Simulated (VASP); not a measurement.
A convergence study with VASP on Ru (hcp): one setting is varied, all else stays as given below, so the limit is that of these other settings. Each run relaxes cell and ions from the cell shown. The basis is that of the starting cell, so low cut-offs carry a Pulay error.

```
CELL_PARAMETERS angstrom
      1.35500    -2.34693     0.00000
      1.35500     2.34693     0.00000
      0.00000     0.00000     4.28000
ATOMIC_POSITIONS crystal
  Ru 0.33333 0.66667 0.25000
  Ru 0.66667 0.33333 0.75000
```

The numbers are results of LDA (Ceperley-Alder, Perdew-Zunger), VASP's LDA PAW potentials (set 64) (plane waves; VASP), not measurements. The tightest run used: 700 eV cut-off, 13×13×8 Γ-centred mesh, first-order Methfessel-Paxton smearing of 0.10 eV, potentials Ru_pv.

**Question.** The settings run are ENCUT = 200; ENCUT = 250; ENCUT = 300; ENCUT = 350; ENCUT = 400; ENCUT = 450; ENCUT = 500; ENCUT = 600; ENCUT = 650; ENCUT = 700. From which on does the relaxed volume stay within 0.1 Å³/atom of the tightest run?

**Answer.** From ENCUT = 300 on: it is off by 0.040 there and by no more than 0.1 in any finer run, while ENCUT = 250 is off by 0.122.
| setting | relaxed volume (Å³/atom) | E (eV/atom) | plane waves | difference judged (Å³/atom) |
|---|---|---|---|---|
| ENCUT = 200 | 11.916 | -10.9491 | 183 | 1.208 |
| ENCUT = 250 | 13.003 | -10.7090 | 264 | 0.122 |
| ENCUT = 300 | 13.085 | -10.7079 | 336 | 0.040 |
| ENCUT = 350 | 13.061 | -10.7006 | 418 | 0.064 |
| ENCUT = 400 | 13.098 | -10.6969 | 512 | 0.027 |
| ENCUT = 450 | 13.120 | -10.6952 | 600 | 0.005 |
| ENCUT = 500 | 13.122 | -10.6951 | 707 | 0.003 |
| ENCUT = 600 | 13.121 | -10.6953 | 929 | 0.004 |
| ENCUT = 650 | 13.123 | -10.6951 | 1041 | 0.002 |
| ENCUT = 700 | 13.125 | -10.6949 | 1164 | 0.000 |

Left out are rungs that failed or repeat a setting and relaxations that didn't move; long series are thinned to 24 rows.

The compound is Ru in the hcp structure.
